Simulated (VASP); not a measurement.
Output of a VASP run:

### OSZICAR
```
       N       E                     dE             d eps       ncg     rms          rms(c)
DAV:   1     0.534803120178E+02    0.53480E+02   -0.29097E+03   464   0.777E+02
DAV:   2     0.606119900029E+01   -0.47419E+02   -0.47036E+02   624   0.122E+02
DAV:   3     0.186586378546E+01   -0.41953E+01   -0.41953E+01   472   0.442E+01
DAV:   4     0.181015969815E+01   -0.55704E-01   -0.55704E-01   824   0.608E+00
DAV:   5     0.181010976235E+01   -0.49936E-04   -0.49936E-04   584   0.110E-01    0.346E-01
DAV:   6     0.181552033433E+01    0.54106E-02   -0.74383E-03   712   0.559E-01    0.195E-01
DAV:   7     0.181752288134E+01    0.20025E-02   -0.74136E-03   632   0.576E-01    0.582E-02
DAV:   8     0.181756780801E+01    0.44927E-04   -0.24201E-04   680   0.135E-01    0.865E-03
DAV:   9     0.181755727855E+01   -0.10529E-04   -0.17802E-05   720   0.269E-02    0.346E-03
DAV:  10     0.181755098949E+01   -0.62891E-05   -0.18194E-05   600   0.266E-02    0.127E-03
DAV:  11     0.181754878014E+01   -0.22094E-05   -0.12675E-05   544   0.228E-02    0.194E-04
DAV:  12     0.181754865485E+01   -0.12529E-06   -0.45624E-07   696   0.441E-03
   1 F= 0.18175487E+01 E0= 0.18185466E+01  d E =0.181755E+01
```

OUTCAR:
```
------------------------ aborting loop because EDIFF is reached ----------------------------------------
  FORCE on cell =-STRESS in cart. coord.  units (eV):
  Direction    XX          YY          ZZ          XY          YZ          ZX
  --------------------------------------------------------------------------------------
  Total        0.0026247      0.0026247      0.0026247      0.0000000      0.0000000     -0.0000000
  in kB        0.0392786      0.0392786      0.0392786      0.0000000      0.0000000     -0.0000000
  external PRESSURE =       0.0392786 kB  Pullay stress =       0.0000000 kB
  volume of cell :      107.06
      direct lattice vectors                 reciprocal lattice vectors
    -2.991281388  2.991281388  2.991281388     0.000000000  0.167152446  0.167152446
     2.991281388 -2.991281388  2.991281388     0.167152446  0.000000000  0.167152446
     2.991281388  2.991281388 -2.991281388     0.167152446  0.167152446  0.000000000
 POSITION                                       TOTAL-FORCE (eV/Angst)
 -----------------------------------------------------------------------------------
      0.00000      0.00000      0.00000         0.000000     -0.000000     -0.000000
 -----------------------------------------------------------------------------------
    total drift:                                0.000000     -0.000000     -0.000000
  FREE ENERGIE OF THE ION-ELECTRON SYSTEM (eV)
  ---------------------------------------------------
  free  energy   TOTEN  =         1.8175486548 eV

  energy  without entropy=        1.8205423585  energy(sigma->0) =        1.81854656

 reached required accuracy - stopping structural energy minimisation
```
(Selected blocks of OUTCAR.)

### POSCAR
```
Cs
1
   -2.9912813881     2.9912813881     2.9912813881
    2.9912813881    -2.9912813881     2.9912813881
    2.9912813881     2.9912813881    -2.9912813881
Cs
1
Direct
  0.0000000000   1.0000000000   0.0000000000
```

Problem. Write an INCAR and KPOINTS that could have produced this output.

Solution. This is not unique; one that fits is the input of the run itself, vdW-DF2, plane waves, VASP's PBE PAW potentials (set 64).

### INCAR
```
SYSTEM = Cs
PREC = Accurate
ENCUT = 520
EDIFF = 1E-6
NELM = 100
ALGO = Normal
LREAL = .FALSE.
LASPH = .TRUE.
ISMEAR = 1
SIGMA = 0.1
GGA = ML
ZAB_VDW = -1.8867
LUSE_VDW = .TRUE.
AGGAC = 0.0
LMAXMIX = 4
LWAVE = .FALSE.
LCHARG = .FALSE.
IBRION = 2
ISIF = 3
NSW = 60
EDIFFG = -0.01
```

**KPOINTS**
```
Regular mesh
0
G
 8 8 8
```

POTCAR, in this order: Cs_sv (PBE.64 set). Program: vasp_std.

The compound is Cs in the bcc structure. It was relaxed first, which changed the volume by -6 %. The start is the result of an earlier pass.
